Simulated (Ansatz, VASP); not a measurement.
**Sb2Au in two plane-wave programs**

Wanted: the spread between two codes on one cell, functional and k mesh. The cell is taken from a series of runs on this material, whose earlier steps may have relaxed, scaled, displaced or heated it; both programs get it as it stands.

Calculated with Ansatz 0.2.0; plane waves, with VASP 6.6.1 beside it; zone-centre phonons at PBEsol.

### Step 1. Starting point

Symmetry: Fm-3m, No. 225, cubic system. The conventional cell has a = 6.774 Å, b = 6.774 Å, c = 6.774 Å, α = 90.00°, β = 90.00°, γ = 90.00°. Sb has 4 Au at 2.93 Å nearest. Au has 8 Sb at 2.93 Å nearest. Farther neighbours are not listed.

Coordinates:

```cif
data_structure
_symmetry_space_group_name_H-M 'Fm-3m'
_symmetry_Int_Tables_number 225
_cell_length_a 6.7744
_cell_length_b 6.7744
_cell_length_c 6.7744
_cell_angle_alpha 90.000
_cell_angle_beta 90.000
_cell_angle_gamma 90.000
_cell_volume 310.89
loop_
_atom_site_label
_atom_site_type_symbol
_atom_site_symmetry_multiplicity
_atom_site_Wyckoff_symbol
_atom_site_fract_x
_atom_site_fract_y
_atom_site_fract_z
_atom_site_occupancy
Sb1 Sb 8 c 0.25000 0.75000 0.75000 1
Au1 Au 4 a 0.00000 0.00000 0.00000 1
```

### Step 2. VASP: zone-centre phonons, PBEsol

Second derivatives magnify differences that forces hide, and they need a tight electronic threshold.

Lines of VASP's logs that name or quote its potential files are left out, and so is its time.

The input, INCAR:

```
SYSTEM = Sb2Au
PREC = Accurate
ENCUT = 500
EDIFF = 1E-08
NELM = 120
ISMEAR = 1
SIGMA = 0.2
LREAL = .FALSE.
ALGO = Normal
GGA = PS
NBANDS = 16
LASPH = .TRUE.
LORBIT = 11
LWAVE = .FALSE.
LCHARG = .FALSE.
ISIF = 2
IBRION = 8
GGA_COMPAT = .FALSE.
KPAR = 2
```

The input, POSCAR:

```
Sb2Au
1.0
    0.0000000000      3.3871785425      3.3871785425
    3.3871785425      0.0000000000      3.3871785425
    3.3871785425      3.3871785425      0.0000000000
Sb Au
2 1
Direct
    0.2500000000      0.2500000000      0.2500000000
    0.7500000000      0.7500000000      0.7500000000
    0.0000000000      0.0000000000      0.0000000000
```

The input, KPOINTS:

```
Automatic mesh
0
Gamma
12 12 12
0 0 0
```

PAW data sets: Sb and Au (PBE family, release 64).

Command:

```
> mpirun -np 2 vasp_std
```

Numbers of over 12 decimals in the logs are rounded to 6 here.

The program printed:

```text
[banner, memory and clock lines left out]
running    2 mpi-ranks, on    1 nodes
 distrk:  each k-point on    1 cores,    2 groups
 distr:  one band on    1 cores,    1 groups

 POSCAR found type information on POSCAR SbAu
 POSCAR found :  2 types and       3 ions
|                                                                             |
|               ----> ADVICE to this user running VASP <----                  |
|                                                                             |
|     You enforced a specific xc type in the INCAR file but a different       |
|     [... a line on the potential file left out ...]
|     I HOPE YOU KNOW WHAT YOU ARE DOING!                                     |
|                                                                             |

 LDA part: xc-table for (Slater+PW92), standard interpolation
 POSCAR, INCAR and KPOINTS ok, starting setup
 FFT: planning ... GRIDC
 FFT: planning ... GRID_SOFT
 FFT: planning ... GRID
 WAVECAR not read
 entering main loop
       N       E                     dE             d eps       ncg     rms          rms(c)
DAV:   1     0.105133476562E+03    0.10513E+03   -0.79920E+03  2304   0.104E+03
DAV:   2    -0.984184045798E+01   -0.11498E+03   -0.11132E+03  2928   0.201E+02
DAV:   3    -0.135610598833E+02   -0.37192E+01   -0.36928E+01  2672   0.408E+01
DAV:   4    -0.135913466015E+02   -0.30287E-01   -0.30277E-01  2904   0.412E+00
DAV:   5    -0.135918055281E+02   -0.45893E-03   -0.45891E-03  2904   0.481E-01    0.760E+00
DAV:   6    -0.129671206416E+02    0.62468E+00   -0.43851E+00  2488   0.197E+01    0.647E+00
DAV:   7    -0.129005795706E+02    0.66541E-01   -0.29177E-01  2424   0.554E+00    0.345E+00
DAV:   8    -0.128853326227E+02    0.15247E-01   -0.63053E-02  2688   0.175E+00    0.388E-01
DAV:   9    -0.128821292064E+02    0.32034E-02   -0.14027E-02  2560   0.124E+00    0.170E-01
DAV:  10    -0.128821630052E+02   -0.33799E-04   -0.80670E-04  2760   0.186E-01    0.461E-02
DAV:  11    -0.128821502022E+02    0.12803E-04   -0.11028E-04  2872   0.103E-01    0.134E-02
DAV:  12    -0.128821505726E+02   -0.37040E-06   -0.92353E-06  2624   0.237E-02    0.768E-03
DAV:  13    -0.128821502556E+02    0.31699E-06   -0.19327E-06  2928   0.125E-02    0.283E-03
DAV:  14    -0.128821503164E+02   -0.60786E-07   -0.18667E-07  2632   0.287E-03    0.115E-03
DAV:  15    -0.128821502940E+02    0.22410E-07   -0.11245E-08  2096   0.101E-03    0.517E-04
DAV:  16    -0.128821502860E+02    0.79735E-08   -0.69710E-09  1400   0.583E-04
   1 F= -.12882150E+02 E0= -.12881856E+02  d E =-.882890E-03
 Linear response reoptimize wavefunctions to high precision
DAV:   1    -0.128821502895E+02   -0.34972E-08   -0.49431E-10  1656   0.163E-04
DAV:   2    -0.128821502896E+02   -0.18417E-10   -0.42194E-11  1328   0.484E-05
 Linear response DOF=           2
 Linear response progress:
  Degree of freedom:   1/  2
       N       E                     dE             d eps       ncg     rms          rms(c)
RMM:   1    -0.269025251898E-01   -0.26903E-01    0.54187E-03 16104   0.123E+00
RMM:   2    -0.254266710271E-01    0.14759E-02   -0.15417E-03 13941   0.227E-01    0.527E-02
RMM:   3    -0.253149841001E-01    0.11169E-03   -0.50363E-05 14554   0.425E-02    0.311E-02
RMM:   4    -0.252156807659E-01    0.99303E-04   -0.28253E-05 14678   0.238E-02    0.669E-03
RMM:   5    -0.252120333081E-01    0.36475E-05   -0.93305E-07 14830   0.546E-03    0.112E-03
RMM:   6    -0.252133745630E-01   -0.13413E-05   -0.26447E-07 14942   0.113E-03    0.364E-04
RMM:   7    -0.252134391461E-01   -0.64583E-07   -0.55063E-07 14818   0.359E-04    0.894E-05
RMM:   8    -0.252131902909E-01    0.24886E-06   -0.42612E-07 15060   0.114E-04    0.259E-05
RMM:   9    -0.252131486115E-01    0.41679E-07   -0.41615E-07 15330   0.238E-05    0.810E-06
RMM:  10    -0.252131336901E-01    0.14921E-07   -0.31482E-07 15088   0.152E-05    0.123E-06
RMM:  11    -0.252131314153E-01    0.22747E-08   -0.31436E-07 13038   0.512E-06    0.773E-07
RMM:  12    -0.252131322793E-01   -0.86395E-09   -0.32248E-07  6814   0.398E-06    0.245E-07
RMM:  13    -0.252131328502E-01   -0.57094E-09   -0.31884E-07  4960   0.393E-06    0.395E-08
 first order change of Fermi-energy   0.23957E-04
 force on displaced ion       1 direction 1 :  -3.300  -0.000  -0.000
 Linear response progress:
  Degree of freedom:   2/  2
       N       E                     dE             d eps       ncg     rms          rms(c)
RMM:   1    -0.296954969364E+00   -0.29695E+00   -0.27319E-01  8819   0.371E+00
RMM:   2    -0.293399790276E+00    0.35552E-02   -0.54546E-03  7890   0.502E-01    0.958E-02
RMM:   3    -0.293074844649E+00    0.32495E-03   -0.44635E-04  8250   0.126E-01    0.493E-02
RMM:   4    -0.293104668007E+00   -0.29823E-04   -0.31500E-04  8502   0.985E-02    0.139E-02
RMM:   5    -0.293137830831E+00   -0.33163E-04   -0.27148E-05  8235   0.298E-02    0.568E-03
RMM:   6    -0.293118999307E+00    0.18832E-04   -0.55365E-06  8482   0.133E-02    0.192E-03
RMM:   7    -0.293092937705E+00    0.26062E-04   -0.19289E-07  8585   0.315E-03    0.403E-04
RMM:   8    -0.293088753211E+00    0.41845E-05   -0.21277E-08  8670   0.819E-04    0.855E-05
RMM:   9    -0.293087871733E+00    0.88148E-06   -0.33614E-09  8670   0.207E-04    0.439E-05
RMM:  10    -0.293087808318E+00    0.63415E-07   -0.19782E-09  8808   0.652E-05    0.200E-05
RMM:  11    -0.293087998666E+00   -0.19035E-06   -0.36932E-09  8935   0.418E-05    0.599E-06
RMM:  12    -0.293088154774E+00   -0.15611E-06   -0.11822E-08  8987   0.258E-05    0.244E-06
RMM:  13    -0.293088134300E+00    0.20475E-07   -0.13670E-08  8114   0.158E-05    0.135E-06
RMM:  14    -0.293088120893E+00    0.13407E-07   -0.33377E-09  5673   0.142E-05    0.405E-07
RMM:  15    -0.293088117762E+00    0.31308E-08   -0.26502E-09  5133   0.137E-05    0.100E-07
 first order change of Fermi-energy  -0.29446E-03
 force on displaced ion       3 direction 1 :  -2.912   0.000   0.000
 Linear response finished
```

From OUTCAR (step 2):

```text
ion  position               nearest neighbor table
   1  0.250  0.250  0.250-   3 2.93   3 2.93   3 2.93   3 2.93   2 3.39   2 3.39   2 3.39   2 3.39
                             2 3.39   2 3.39
   2  0.750  0.750  0.750-   3 2.93   3 2.93   3 2.93   3 2.93   1 3.39   1 3.39   1 3.39   1 3.39
                             1 3.39   1 3.39
   3  0.000  0.000  0.000-   1 2.93   2 2.93   2 2.93   2 2.93   2 2.93   1 2.93   1 2.93   1 2.93

  LATTYP: Found a face centered cubic cell.
 ALAT       =     6.7743570850

 Subroutine GETGRP returns: Found 48 space group operations
 (whereof 48 operations were pure point group operations)

The static configuration has the point symmetry O_h .

 Found     72 irreducible k-points:

   k-points           NKPTS =     72   k-points in BZ     NKDIM =     72   number of bands    NBANDS=     16

   dimension x,y,z NGX =    36 NGY =   36 NGZ =   36
   dimension x,y,z NGXF=    72 NGYF=   72 NGZF=   72

   ENCUT  =  500.0 eV  36.75 Ry    6.06 a.u.   8.73  8.73  8.73*2*pi/ulx,y,z

   NELECT =      21.0000    total number of electrons

 k-points in reciprocal lattice and weights: Automatic mesh
   0.00000000  0.00000000  0.00000000       0.001
   0.08333333  0.00000000  0.00000000       0.005
   0.16666667  0.00000000  0.00000000       0.005
   0.25000000  0.00000000  0.00000000       0.005
   0.33333333  0.00000000  0.00000000       0.005
   0.41666667  0.00000000  0.00000000       0.005
   0.50000000  0.00000000  0.00000000       0.002
   0.08333333  0.08333333  0.00000000       0.003
   0.16666667  0.08333333  0.00000000       0.014
[...]
-0.33333333  0.50000000  0.16666667       0.007
  -0.25000000  0.50000000  0.25000000       0.003

 average (electrostatic) potential at core
       1 -85.1828       2 -85.1828       3 -66.5245

  Total       -0.0550277     -0.0550277     -0.0550277      0.0000000     -0.0000000      0.0000000
  in kB       -1.1343515     -1.1343515     -1.1343515      0.0000000     -0.0000000      0.0000000
  external PRESSURE =      -1.1343515 kB  Pullay stress =       0.0000000 kB

  energy-cutoff  :      500.00
  volume of cell :       77.72
      direct lattice vectors                 reciprocal lattice vectors
     0.000000000  3.387178543  3.387178543    -0.147615484  0.147615484  0.147615484
     3.387178543  0.000000000  3.387178543     0.147615484 -0.147615484  0.147615484
     3.387178543  3.387178543  0.000000000     0.147615484  0.147615484 -0.147615484

 POSITION                                       TOTAL-FORCE (eV/Angst)
 -----------------------------------------------------------------------------------
      1.69359      1.69359      1.69359        -0.000000      0.000000      0.000000
      5.08077      5.08077      5.08077         0.000000     -0.000000     -0.000000
      0.00000      0.00000      0.00000        -0.000000     -0.000000      0.000000
 -----------------------------------------------------------------------------------
    total drift:                               -0.000000      0.000000      0.000000

 Eigenvectors and eigenvalues of the dynamical matrix
 ----------------------------------------------------

   1 f  =    3.214023 THz    20.194300 2PiTHz  107.208258 cm-1    13.292124 meV
             X         Y         Z           dx          dy          dz
      1.693589  1.693589  1.693589    -0.011650   -0.685063    0.174795
      5.080768  5.080768  5.080768     0.011650    0.685063   -0.174795
      0.000000  0.000000  0.000000    -0.000000   -0.000000    0.000000

   2 f  =    3.214023 THz    20.194300 2PiTHz  107.208258 cm-1    13.292124 meV
             X         Y         Z           dx          dy          dz
      1.693589  1.693589  1.693589    -0.000000    0.174818    0.685156
      5.080768  5.080768  5.080768    -0.000000   -0.174818   -0.685156
      0.000000  0.000000  0.000000     0.000000    0.000000    0.000000

   3 f  =    3.214023 THz    20.194300 2PiTHz  107.208258 cm-1    13.292124 meV
             X         Y         Z           dx          dy          dz
      1.693589  1.693589  1.693589    -0.707011    0.011288   -0.002880
      5.080768  5.080768  5.080768     0.707011   -0.011288    0.002880
      0.000000  0.000000  0.000000     0.000000    0.000000    0.000000

   4 f  =    2.555822 THz    16.058703 2PiTHz   85.253045 cm-1    10.570026 meV
             X         Y         Z           dx          dy          dz
      1.693589  1.693589  1.693589     0.007516    0.472579    0.000000
      5.080768  5.080768  5.080768     0.007516    0.472579   -0.000000
      0.000000  0.000000  0.000000    -0.011827   -0.743697    0.000000

   5 f  =    2.555822 THz    16.058703 2PiTHz   85.253045 cm-1    10.570026 meV
             X         Y         Z           dx          dy          dz
      1.693589  1.693589  1.693589     0.000000    0.000000   -0.472639
      5.080768  5.080768  5.080768     0.000000    0.000000   -0.472639
      0.000000  0.000000  0.000000     0.000000    0.000000    0.743791

   6 f  =    2.555822 THz    16.058703 2PiTHz   85.253045 cm-1    10.570026 meV
             X         Y         Z           dx          dy          dz
      1.693589  1.693589  1.693589     0.472579   -0.007516    0.000000
      5.080768  5.080768  5.080768     0.472579   -0.007516   -0.000000
      0.000000  0.000000  0.000000    -0.743697    0.011827    0.000000

   7 f/i=    0.001030 THz     0.006474 2PiTHz    0.034368 cm-1     0.004261 meV
             X         Y         Z           dx          dy          dz
      1.693589  1.693589  1.693589     0.000000    0.000000    0.525939
      5.080768  5.080768  5.080768     0.000000    0.000000    0.525939
      0.000000  0.000000  0.000000     0.000000    0.000000    0.668413

   8 f/i=    0.001030 THz     0.006474 2PiTHz    0.034368 cm-1     0.004261 meV
             X         Y         Z           dx          dy          dz
      1.693589  1.693589  1.693589     0.525490   -0.021725   -0.000000
      5.080768  5.080768  5.080768     0.525490   -0.021725    0.000000
      0.000000  0.000000  0.000000     0.667842   -0.027610    0.000000

   9 f/i=    0.001030 THz     0.006474 2PiTHz    0.034368 cm-1     0.004261 meV
             X         Y         Z           dx          dy          dz
      1.693589  1.693589  1.693589     0.021725    0.525490    0.000000
      5.080768  5.080768  5.080768     0.021725    0.525490    0.000000
      0.000000  0.000000  0.000000     0.027610    0.667842    0.000000

 ELASTIC MODULI CONTR FROM IONIC RELAXATION (kBar)
 Direction    XX          YY          ZZ          XY          YZ          ZX
 --------------------------------------------------------------------------------
 XX          -0.0000      0.0000      0.0000      0.0000     -0.0000      0.0000
 YY           0.0000     -0.0000      0.0000      0.0000      0.0000     -0.0000
 ZZ           0.0000      0.0000     -0.0000     -0.0000      0.0000      0.0000
 XY           0.0000      0.0000     -0.0000     -7.7750      0.0000      0.0000
 YZ          -0.0000      0.0000      0.0000      0.0000     -7.7750      0.0000
 ZX           0.0000     -0.0000      0.0000      0.0000      0.0000     -7.7750
 --------------------------------------------------------------------------------
```

(Part 1 of 2 ends here.)

[Lines on the potential files, build, host, timing and source positions are cut from VASP's logs without a mark.]

[Logs are printed without paths, hosts, clocks, repeated set-up lines and the standing remarks that a program may print on its own settings, such as how far it seeks lower states.]

[Hosts, paths, dates, database ids (printed as entryN), source tags and the programs' standing remarks are cut or masked in the printed files.]
